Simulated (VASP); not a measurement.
```
Na
1.0
   -1.99487     1.99487     1.99487
    1.99487    -1.99487     1.99487
    1.99487     1.99487    -1.99487
Na
1
Direct
  0.00000   0.00000   0.00000
```

Computed with PBE GGA with D3 dispersion (Becke-Johnson damping), VASP's PBE PAW potentials (set 64) (plane waves; VASP). Settings: 520 eV cut-off, 13×13×13 Γ-centred mesh, first-order Methfessel-Paxton smearing of 0.10 eV, potentials Na_pv.

What does the run give for the energy per atom (σ→0), band gap (on the k-mesh) with the smallest direct gap where there is one?

The band gap (on the k-mesh) is none (metal, semimetal or under 0.01 eV) and the energy per atom (σ→0) comes out as -1.466 eV/atom.

The compound is Na in the bcc structure. This cell is one point of a volume scan, at 0.94 of the reference volume.
